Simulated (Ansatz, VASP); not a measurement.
## Cross-check of CsNi between VASP and Ansatz

Aim: how closely do two programs agree when they are given the same cell, functional and k mesh? The cell is generated by rule, not measured, and may not be a known phase. The cell comes out of the VASP series on this material, whose earlier steps may have relaxed, scaled or displaced it; both programs get it as it stands.

Main program and level: Ansatz 0.2.0; plane waves, with VASP 6.6.1 beside it; single point at PBE and single point at r2SCAN with D3(BJ), spin-orbit coupling.

## Step 1: The starting structure

It takes space group P6/mmm (No. 191, hexagonal). Conventional cell: a = 3.481 Å, b = 3.481 Å, c = 5.771 Å, α = 90.00°, β = 90.00°, γ = 120.00°. Nearest to Cs lie 2 Ni at 2.89 Å. Ni has 2 Cs at 2.89 Å nearest. Farther neighbours are not listed.

As a file:

```cif
data_structure
_symmetry_space_group_name_H-M 'P 1'
_symmetry_Int_Tables_number 1
_cell_length_a 3.4806
_cell_length_b 3.4806
_cell_length_c 5.7708
_cell_angle_alpha 90.000
_cell_angle_beta 90.000
_cell_angle_gamma 120.000
_cell_volume 60.54
loop_
_atom_site_label
_atom_site_type_symbol
_atom_site_fract_x
_atom_site_fract_y
_atom_site_fract_z
_atom_site_occupancy
Cs1 Cs 0.00000 0.00000 0.50000 1
Ni2 Ni 0.00000 0.00000 0.00000 1
```

## Step 2: Ansatz: single point, PBE

Ansatz runs on its default PAW (the set named soft_2) files.

With cell and atoms fixed, the geometry can't cause a difference; cores, projectors, grids and the points listed under the comparison can.

Contents of input.yaml:

```yaml
crystal:
  lattice:
    - [3.4805618528, 0.0, 0.0]
    - [-1.7402809264, 3.0142549857, 0.0]
    - [0.0, 0.0, 5.7707565198]
  atoms:
    - { symbol: Cs, position: [0.0, 0.0, 0.5] }
    - { symbol: Ni, position: [0.0, 0.0, 0.0], spin: 1.0 }
hamiltonian:
  xc: pbe
  pseudopotentials: { kind: paw }
magnetization:
  spin_polarized: true
kpoints:
  mp_grid: { grid: [7, 7, 4] }
scf:
  occupations: { method: fermi_dirac, width: 0.05 }
  n_extra_bands: 6
output:
  forces: true
  stress: true
  eigenvalues: true
```

Started as:

```
$ ansatz run input.yaml --threads 2 --pin off --max-ram 4608MiB --backend cpu --events-out ev --progress --plain --runs-dir out
```

Numbers of over 12 decimals in the logs are rounded to 6 here.

The program printed:

```text
scf.n_extra_bands = 6 over 14 filled bands (N_el = 27.0): the run solves 20 bands
Engine: ansatz 0.2.0, aarch64-unknown-linux-gnu
Pseudopotentials: kind: paw
Pseudopotential: Cs, paw, valence charge 9, recommended cutoff 420 eV (normal), Cs.paw.azcp
Pseudopotential: Ni, paw, valence charge 18, recommended cutoff 420 eV (normal), Ni.paw.azcp
Functional definition: PBE
  parameter kappa = 0.804
  parameter beta = 0.066725
  exchange = pbe_x(kappa = kappa, mu = beta*pi^2/3)
  correlation = pbe_c(beta = beta)
Crystal: 2 atoms, lattice volume = 60.543 Å³
Basis set: ecut = 420 eV, 1189 PW (Γ), exchange–correlation on 48×48×80 points (8 copies of the dense FFT grid, shifted against one another)
Bands: 20, of which v1, the nominal top of the filled ones, is band 14 counted from 1 (13 counted from 0)
Symmetry: 24 space group operations
Space group: P6/mmm (ITA 191), of the structure as read, at distance tolerance 3.9e-5 Å
Magnetic group: BNS 191.233 (UNI 1463), of the structure as read, at distance tolerance 3.9e-5 Å
k-points: 24 of 196
Non-local potential: Cs, projectors of the file, l = 0: 3, l = 1: 2, l = 2: 2, l = 3: 2
Non-local potential: Ni, projectors of the file, l = 0: 3, l = 1: 2, l = 2: 3, l = 3: 1
PAW form: soft (Blöchl's): semilocal exchange-correlation on the pseudo side does not see the compensation charge
PAW one-centre angular grid: Cs, 194 points (default); XC on 64 Gauss nodes
PAW one-centre angular grid: Ni, 590 points (default); XC on 64 Gauss nodes
Initial density: superposition of atomic densities (chi_scale 0.1, normalization cell, long waves kept (reshape's long-wave potential 0.00 eV rms))
Starting moments: Σ|m| = 1 μB on 1 of 2 sites
Initial wavefunctions: pseudopotential atomic-orbital guess
Functional: x = pbe(κ = 0.804, μ = 0.219515), c = pbe(β = 0.066725)
SCF iter   1: F=—  HF=-11508.095161 eV  |F-HF|=—  |Δ(HF+E_count)|=         —  Δρ=7.47e-2 (↑2.75e-2 ↓7.47e-2)  dr2=7.96e0  dr2_m=3.73e-1  M=1.130 μB ∫|m|=1.451 μB  β_m=0.30  ethr=3.10e-3  ⟨swp⟩=7.0  Hψ=5430  notcnv=0  defer=3
Mixer restart at iter 1: flushing history
preconditioner: auto → Kerker (q_TF=auto, 2.385 Å⁻¹)  [metal: Δε(μ)=0.006 eV  Ē_g=7.912 eV  σ=0.050 eV  W_gap=0.03  n_scr=22 (ndim 8)  ℏωp=19.7 eV  f_vac=0.000  D(μ)=3.80/eV (n_scr^D=36)]
spin=Collinear: Kerker preconditioning applied to the charge; magnetization (m = ρ↑ − ρ↓) channel mixes plain (no charge-response kernel on spin).
SCF iter   2: F=—  HF=-11506.442328 eV  |F-HF|=—  |Δ(HF+E_count)|=    1.65e0  Δρ=3.39e-2 (↑1.81e-2 ↓3.39e-2)  dr2=7.82e-1  dr2_m=7.14e-2  M=0.728 μB ∫|m|=1.001 μB  β_m=0.27  ethr=3.10e-3  ⟨swp⟩=2.8  Hψ=2295  notcnv=0  defer=36
SCF iter   3: F=—  HF=-11506.734380 eV  |F-HF|=—  |Δ(HF+E_count)|=   2.92e-1  Δρ=2.04e-2 (↑9.14e-3 ↓2.04e-2)  dr2=3.57e-1  dr2_m=5.13e-2  M=0.711 μB ∫|m|=1.000 μB  β_m=0.50  ethr=2.90e-3  ⟨swp⟩=2.0  Hψ=1713  notcnv=0  defer=42
SCF iter   4: F=—  HF=-11507.344224 eV  |F-HF|=—  |Δ(HF+E_count)|=   6.10e-1  Δρ=3.33e-2 (↑9.16e-3 ↓3.33e-2)  dr2=6.79e-1  dr2_m=8.70e-2  M=0.567 μB ∫|m|=0.762 μB  β_m=0.82  ethr=1.32e-3  ⟨swp⟩=2.7  Hψ=1463  notcnv=0  defer=46
SCF iter   5: F=—  HF=-11507.652790 eV  |F-HF|=—  |Δ(HF+E_count)|=   3.09e-1  Δρ=1.38e-2 (↑4.22e-3 ↓1.38e-2)  dr2=6.63e-2  dr2_m=4.40e-2  M=0.542 μB ∫|m|=0.662 μB  β_m=0.71  ethr=1.32e-3  ⟨swp⟩=2.3  Hψ=1598  notcnv=0  defer=48
SCF iter   6: F=—  HF=-11507.668407 eV  |F-HF|=—  |Δ(HF+E_count)|=   1.56e-2  Δρ=5.22e-3 (↑5.22e-3 ↓4.76e-3)  dr2=4.53e-3  dr2_m=1.33e-2  M=0.536 μB ∫|m|=0.636 μB  β_m=0.86  ethr=2.46e-4  ⟨swp⟩=2.1  Hψ=1730  notcnv=0  defer=60
SCF iter   7: F=—  HF=-11507.666730 eV  |F-HF|=—  |Δ(HF+E_count)|=   1.68e-3  Δρ=3.20e-3 (↑2.87e-4 ↓3.20e-3)  dr2=6.00e-3  dr2_m=1.46e-3  M=0.528 μB ∫|m|=0.622 μB  β_m=0.90  ethr=1.68e-5  ⟨swp⟩=2.1  Hψ=1324  notcnv=0  defer=60
SCF iter   8: F=—  HF=-11507.667980 eV  |F-HF|=—  |Δ(HF+E_count)|=   1.25e-3  Δρ=7.74e-4 (↑3.85e-4 ↓7.74e-4)  dr2=3.20e-4  dr2_m=1.77e-4  M=0.525 μB ∫|m|=0.610 μB  β_m=0.95  ethr=1.68e-5  ⟨swp⟩=2.0  Hψ=1369  notcnv=0  defer=60
SCF iter   9: F=—  HF=-11507.667944 eV  |F-HF|=—  |Δ(HF+E_count)|=   3.58e-5  Δρ=1.84e-4 (↑9.82e-5 ↓1.84e-4)  dr2=4.31e-5  dr2_m=9.60e-6  M=0.525 μB ∫|m|=0.609 μB  β_m=0.97  ethr=1.19e-6  ⟨swp⟩=1.8  Hψ=1116  notcnv=0  defer=60
SCF iter  10: F=—  HF=-11507.667935 eV  |F-HF|=—  |Δ(HF+E_count)|=   8.90e-6  Δρ=1.30e-4 (↑4.18e-5 ↓1.30e-4)  dr2=1.69e-5  dr2_m=1.23e-6  M=0.525 μB ∫|m|=0.609 μB  β_m=0.99  ethr=1.60e-7  ⟨swp⟩=2.5  Hψ=1353  notcnv=0  defer=60
SCF iter  11: F=—  HF=-11507.667935 eV  |F-HF|=—  |Δ(HF+E_count)|=   3.26e-7  Δρ=4.49e-5 (↑8.26e-6 ↓4.49e-5)  dr2=1.57e-6  dr2_m=3.36e-7  M=0.525 μB ∫|m|=0.610 μB  β_m=0.99  ethr=6.24e-8  ⟨swp⟩=2.1  Hψ=1097  notcnv=0  defer=60
SCF iter  12: F=—  HF=-11507.667935 eV  |F-HF|=—  |Δ(HF+E_count)|=   1.84e-7  Δρ=1.44e-5 (↑2.75e-6 ↓1.44e-5)  dr2=1.07e-7  dr2_m=2.07e-8  M=0.525 μB ∫|m|=0.610 μB  β_m=1.00  ethr=5.82e-9  ⟨swp⟩=2.0  Hψ=1114  notcnv=0  defer=60
SCF iter  13: F=—  HF=-11507.667935 eV  |F-HF|=—  |Δ(HF+E_count)|=   4.67e-9  Δρ=5.34e-6 (↑2.72e-6 ↓5.34e-6)  dr2=3.40e-8  dr2_m=1.09e-9  M=0.525 μB ∫|m|=0.610 μB  β_m=0.83  ethr=3.95e-10  ⟨swp⟩=2.1  Hψ=1332  notcnv=0  defer=60
SCF iter  14: F=-11507.667935 eV  HF=-11507.667935 eV  |F-HF|=3.37e-9  |Δ(HF+E_count)|=  9.95e-10  Δρ=1.81e-6 (↑6.21e-7 ↓1.81e-6)  dr2=4.15e-9  dr2_m=2.29e-10  M=0.525 μB ∫|m|=0.610 μB  ethr=1.26e-10  ⟨swp⟩=7.2  Hψ=4201  notcnv=0
SCF 1 converged in 14 iterations: F = -11507.667935 eV  dr2 = 4.15e-9
  greatest PAW one-centre occupation: 1.002 electrons in one spin orbital (limit 2), on the Ni atom at site 1 (counted from 0), in its partial waves of l = 1
SCF converged after 14 iterations
Magnetization: 0.5248 μB (13.7624 up, 13.2376 down)
Absolute magnetization: 0.6097 μB (∫|ρ↑−ρ↓|, with the PAW one-centre terms)
Spin contamination: 0.0183 ħ² per cell (⟨S²⟩ above its minimum at these occupations)
Per-site moments (μB) at R_I (Å): [(-0.000592048, 1.190219), (0.559015, 1.190219)]
Free energy (F): -11507.667935 eV
Harris-Foulkes:  -11507.667935 eV  (|F-HF|=3.37e-9)
Internal energy: -11507.646597 eV  (E = F + TS)
E sigma→0 (E₀):  -11507.657266 eV
Entropy (-TS):   -0.021338 eV (-10.669 meV/atom)
Fermi energy:    8.585884 eV
--- Per-component energies (eV) ---
  E_band       = -467.876265
  E_kinetic    = 427.064068
  E_local      = -5519.716362  (includes V_loc(G=0)·N_el)
  E_nonlocal   = 679.107622
  E_hartree    = 2372.474448
  E_xc         = -256.352203
  E_vxc        = -232.172323  (∫ρ·V_xc dr)
  E_paw        = -6707.962472  (= ΣΔE_a)
  E_vpaw       = -567.114608  (= ΣTr[D̂ρ^β])
  E_aug_tail   = 0.000471  (compensation charges beyond the density's cutoff)
  E_ewald      = -2502.262169
  E_smearing   = -0.021338  (= −TS)
  E_closure    = 0.000000  (closes the sum)
  Σ components = -11507.667935   (vs F -11507.667935, Δ=0.00e0)
--- Forces (eV/Å), atoms counted from 1 ---
  atom   1  Cs    -0.00000000     0.00000000     0.00000000
  atom   2  Ni     0.00000000     0.00000000     0.00000000
  max |Σ_I F_I| component: 2.05e-33 eV/Å
--- Stress (GPa, compression-positive) ---
       -0.170010      -0.000000      -0.000000
       -0.000000      -0.170010      -0.000000
       -0.000000      -0.000000      -2.312410
  P = ⅓ Tr σ = -0.8841 GPa (-8.841 kbar)
--- Band table (eV; the first three rows and the last of 48) ---
  k-point 0 ↑: bands = [... 10 lower, 7.5832, 7.5832, 7.8088, 7.8088, 9.7690, 12.5599, 12.6720, 12.6720, ... 2 higher]
  k-point 1 ↑: bands = [... 10 lower, 7.5852, 7.5852, 7.8409, 7.8409, 9.5871, 11.2654, 12.6663, 12.6663, ... 2 higher]
  k-point 2 ↑: bands = [... 10 lower, 7.5873, 7.8735, 7.8735, 8.1091, 8.9481, 9.9583, 12.6606, 12.6606, ... 2 higher]
  k-point 23 ↓: bands = [... 10 lower, 7.9615, 8.0089, 8.5216, 9.2534, 10.5862, 11.6644, 12.0960, 12.1952, ... 2 higher]
```

It took 2.3 s on 2 threads of Arm Neoverse V2, shared host; peak memory 0.35 GiB.

The run ends at a pressure of -0.88 GPa.

## Step 3: VASP: single point, PBE

The same cell, functional, mesh and smearing now go to VASP, with its own data sets and cutoff.

Lines of VASP's logs that name or quote its potential files are left out, and so is its time.

Contents of INCAR:

```
SYSTEM = CsNi
PREC = Accurate
ENCUT = 400
EDIFF = 1E-06
NELM = 100
ISMEAR = -1
SIGMA = 0.05
LREAL = .FALSE.
ALGO = Normal
GGA = PE
NBANDS = 16
ISPIN = 2
MAGMOM = 0 1
LMAXMIX = 4
LORBIT = 11
LWAVE = .FALSE.
LCHARG = .FALSE.
ISIF = 2
```

Contents of POSCAR:

```
CsNi
1.0
    3.4805618528      0.0000000000      0.0000000000
   -1.7402809264      3.0142549857      0.0000000000
    0.0000000000      0.0000000000      5.7707565198
Cs Ni
1 1
Direct
    0.0000000000      0.0000000000      0.5000000000
    0.0000000000      0.0000000000      0.0000000000
```

Contents of KPOINTS:

```
Automatic mesh
0
Gamma
7 7 4
0 0 0
```

The projector-augmented-wave data sets are Cs_sv and Ni (PBE family, release 64).

Started as:

```
$ mpirun -np 1 vasp_std
```

The program printed:

```text
[banner, memory and clock lines left out]
running    1 mpi-ranks, on    1 nodes
 distrk:  each k-point on    1 cores,    1 groups
 distr:  one band on    1 cores,    1 groups

 POSCAR found type information on POSCAR CsNi
 POSCAR found :  2 types and       2 ions
 LDA part: xc-table for (Slater+PW92), standard interpolation
 POSCAR, INCAR and KPOINTS ok, starting setup
 FFT: planning ... GRIDC
 FFT: planning ... GRID_SOFT
 FFT: planning ... GRID
 WAVECAR not read
 entering main loop
       N       E                     dE             d eps       ncg     rms          rms(c)
DAV:   1     0.102676336262E+03    0.10268E+03   -0.69784E+03  1552   0.902E+02
DAV:   2     0.319545881829E+01   -0.99481E+02   -0.92299E+02  1864   0.201E+02
DAV:   3    -0.370310016047E+01   -0.68986E+01   -0.68362E+01  1984   0.596E+01
DAV:   4    -0.381732341794E+01   -0.11422E+00   -0.11419E+00  1840   0.809E+00
DAV:   5    -0.381982439069E+01   -0.25010E-02   -0.25009E-02  2024   0.121E+00    0.455E+00
DAV:   6    -0.438881465600E+01   -0.56899E+00   -0.47832E+00  1552   0.259E+01    0.981E+00
DAV:   7    -0.354013437081E+01    0.84868E+00   -0.25264E+00  1816   0.174E+01    0.932E-01
DAV:   8    -0.350684479885E+01    0.33290E-01   -0.12898E-01  2000   0.220E+00    0.109E+00
DAV:   9    -0.349131408673E+01    0.15531E-01   -0.63943E-02  2016   0.261E+00    0.346E-01
DAV:  10    -0.349168144383E+01   -0.36736E-03   -0.27526E-03  2096   0.395E-01    0.201E-01
DAV:  11    -0.349156902192E+01    0.11242E-03   -0.42148E-04  2168   0.251E-01    0.113E-01
DAV:  12    -0.349171845725E+01   -0.14944E-03   -0.88617E-04  2120   0.219E-01    0.122E-01
DAV:  13    -0.349165968788E+01    0.58769E-04   -0.21743E-04  2024   0.169E-01    0.254E-02
DAV:  14    -0.349166651768E+01   -0.68298E-05   -0.19348E-05  2040   0.443E-02    0.151E-02
DAV:  15    -0.349166966778E+01   -0.31501E-05   -0.35969E-06  1832   0.168E-02    0.746E-03
DAV:  16    -0.349166922591E+01    0.44187E-06   -0.66809E-07  1304   0.895E-03
   1 F= -.34916692E+01 E0= -.34810088E+01  d E =-.213209E-01  mag=     0.5192
```

From OUTCAR (step 3):

```text
ion  position               nearest neighbor table
   1  0.000  0.000  0.500-   2 2.89   2 2.89
   2  0.000  0.000  0.000-   1 2.89   1 2.89

  LATTYP: Found a hexagonal cell.
 ALAT       =     3.4805618528
 C/A-ratio  =     1.6579956811

 Subroutine GETGRP returns: Found 24 space group operations
 (whereof 24 operations were pure point group operations)

The static configuration has the point symmetry D_6h.

 Found     24 irreducible k-points:

   k-points           NKPTS =     24   k-points in BZ     NKDIM =     24   number of bands    NBANDS=     16

   dimension x,y,z NGX =    24 NGY =   24 NGZ =   40
   dimension x,y,z NGXF=    48 NGYF=   48 NGZF=   80

   ENCUT  =  400.0 eV  29.40 Ry    5.42 a.u.   5.68  5.68  9.41*2*pi/ulx,y,z

   NELECT =      19.0000    total number of electrons

 k-points in reciprocal lattice and weights: Automatic mesh
   0.00000000  0.00000000  0.00000000       0.005
   0.14285714 -0.00000000  0.00000000       0.031
   0.28571429  0.00000000  0.00000000       0.031
   0.42857143 -0.00000000  0.00000000       0.031
   0.14285714  0.14285714  0.00000000       0.031
   0.28571429  0.14285714  0.00000000       0.061
   0.42857143  0.14285714  0.00000000       0.031
   0.28571429  0.28571429  0.00000000       0.031
   0.00000000  0.00000000  0.25000000       0.010
[...]
0.42857143  0.14285714  0.50000000       0.031
   0.28571429  0.28571429  0.50000000       0.031

 average (electrostatic) potential at core
       1 -49.5817       2 -86.7187

 E-fermi :   3.6667

 spin component 1
 k-point     1 :       0.0000    0.0000    0.0000
  band No.  band energies     occupation
    ...
      6       2.2488      1.00000
      7       2.6839      1.00000
      8       2.6839      1.00000
      9       2.8942      1.00000
     10       2.8942      1.00000
     11       4.8048      0.00000
     12       7.6258      0.00000
     13       7.7047      0.00000
     14       7.7047      0.00000
     15      11.9041      0.00000
    ...

 k-point     2 :       0.1429   -0.0000    0.0000
  band No.  band energies     occupation
    ...
      6       2.3042      1.00000
      7       2.6461      1.00000
      8       2.7491      1.00000
      9       2.7695      1.00000
     10       2.8759      1.00000
     11       5.5813      0.00000
     12       7.0425      0.00000
     13       7.3433      0.00000
     14       8.4982      0.00000
     15      10.9182      0.00000
    ...

 k-point     3 :       0.2857    0.0000    0.0000
  band No.  band energies     occupation
    ...
      6       2.3612      1.00000
      7       2.4495      1.00000
      8       2.6985      1.00000
      9       2.8344      1.00000
     10       2.8999      1.00000
     11       4.8645      0.00000
     12       6.4083      0.00000
     13       8.3358      0.00000
     14      10.3916      0.00000
     15      10.5366      0.00000
    ...

 k-point     4 :       0.4286   -0.0000    0.0000
  band No.  band energies     occupation
    ...
      5       2.0415      1.00000
      6       2.1267      1.00000
      7       2.3401      1.00000
      8       2.8009      1.00000
      9       3.0274      1.00000
     10       3.6908      0.38198
     11       4.2401      0.00001
     12       5.6514      0.00000
     13       6.0728      0.00000
     14      10.2516      0.00000
    ...

 k-point     5 :       0.1429    0.1429    0.0000
  band No.  band energies     occupation
    ...
      6       2.3818      1.00000
      7       2.5692      1.00000
      8       2.5808      1.00000
      9       2.8267      1.00000
     10       2.8931      1.00000
     11       6.1758      0.00000
     12       6.7528      0.00000
     13       6.7631      0.00000
     14      10.0022      0.00000
     15      10.1152      0.00000
    ...

 k-point     6 :       0.2857    0.1429    0.0000
  band No.  band energies     occupation
    ...
      6       2.2931      1.00000
      7       2.4171      1.00000
      8       2.7220      1.00000
      9       2.7470      1.00000
     10       3.3276      0.99887
     11       5.4511      0.00000
     12       6.0225      0.00000
     13       7.4473      0.00000
     14       8.8024      0.00000
     15       9.4976      0.00000
    ...

  Total        0.0000078      0.0000078     -0.6415183     -0.0000000      0.0000000      0.0000000
  in kB        0.0002057      0.0002057    -16.9768673     -0.0000000      0.0000000      0.0000000
  external PRESSURE =      -5.6588187 kB  Pullay stress =       0.0000000 kB

  energy-cutoff  :      400.00
  volume of cell :       60.54
      direct lattice vectors                 reciprocal lattice vectors
     3.480561853  0.000000000  0.000000000     0.287309935  0.165878468  0.000000000
    -1.740280926  3.014254986  0.000000000     0.000000000  0.331756937  0.000000000
     0.000000000  0.000000000  5.770756520     0.000000000  0.000000000  0.173287505

 POSITION                                       TOTAL-FORCE (eV/Angst)
 -----------------------------------------------------------------------------------
      0.00000      0.00000      2.88538         0.000000      0.000000      0.000000
      0.00000      0.00000      0.00000         0.000000      0.000000      0.000000
 -----------------------------------------------------------------------------------
    total drift:                                0.000000     -0.000000      0.000000

  FREE ENERGIE OF THE ION-ELECTRON SYSTEM (eV)
  ---------------------------------------------------
  free  energy   TOTEN  =        -3.4916692259 eV

  energy  without entropy=       -3.4703482890  energy(sigma->0) =       -3.48100876

 total charge
# of ion       s       p       d       tot
------------------------------------------
    1        1.843   4.632   0.170   6.645
    2        0.369   0.112   8.403   8.885
--------------------------------------------------
tot          2.212   4.744   8.574  15.530

 magnetization (x)
# of ion       s       p       d       tot
------------------------------------------
    1        0.000   0.009  -0.010  -0.001
    2        0.012   0.001   0.530   0.542
--------------------------------------------------
tot          0.012   0.010   0.519   0.541

[... 6 further parts left out ...]
```

The run ends at a pressure of -0.57 GPa.

## Step 4: Comparison

Known differences besides the PAW data sets themselves: the data sets hold 27 valence electrons in Ansatz (default PAW (the set named soft_2) files) and 19 in VASP; the cutoff is 420 eV in Ansatz and 400 eV in VASP; VASP leaves aspherical gradient terms in its spheres out (LASPH is not set), Ansatz keeps them; site moments are counted in spheres of each program's own size. Total energies have different zeros and are not compared.

The two programs side by side:

```tsv
quantity	Ansatz	VASP	difference
pressure (GPa)	-0.88	-0.57	-0.32
total moment (μB)	0.52	0.52	+0.01
moment on Ni2 (μB)	0.56	0.54	+0.02
```

[end of part 1 of 2]

[Lines on the potential files, build, host, timing and source positions are cut from VASP's logs without a mark.]

[Logs are printed without paths, hosts, clocks, repeated set-up lines and the standing remarks that a program may print on its own settings, such as how far it seeks lower states.]

[Hosts, paths, dates, database ids (printed as entryN), source tags and the programs' standing remarks are cut or masked in the printed files.]
